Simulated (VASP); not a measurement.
AlP (zinc blende):

```yaml
crystal:
  lattice:
    - [0.00000, 2.73000, 2.73000]
    - [2.73000, 0.00000, 2.73000]
    - [2.73000, 2.73000, 0.00000]
  atoms:
    - { symbol: Al, position: [0.00000, 0.00000, 0.00000] }
    - { symbol: P, position: [0.25000, 0.25000, 0.25000] }
```

The lowest empty band near X, direction along the valley's axis, from PBE with spin-orbit coupling in VASP (PAW); its two spin partners are averaged. The gap over the points computed is 1.56 eV, and the next band on that side lies 0.89 eV away at the edge.

Run with 400 eV cut-off, 9×9×9 Γ-centred mesh, Gaussian smearing of 0.050 eV, potentials Al P.

```tsv
distance from the edge in k (1/Å)	distance in energy (meV)
0.025	3.0
0.035	5.9
0.050	12.0
0.070	23.6
```

Task: Fit E(1 + αE) = ħ²k²/2m* (ħ²/2m0 = 3.810 eV Å²) and predict the row at 0.095 1/Å.

Result: The rows don't resolve α, so a parabola serves: the electron mass is m* = 0.792 m0, and so 43.4 meV. The run gave 43.3 meV, -0.1 meV from the fit.

Left out are points under 3 meV from the edge, since the levels carry 0.1 meV, and points farther than half the way to the next band.

The compound is AlP in the zinc blende structure. The cell was not relaxed at this level.
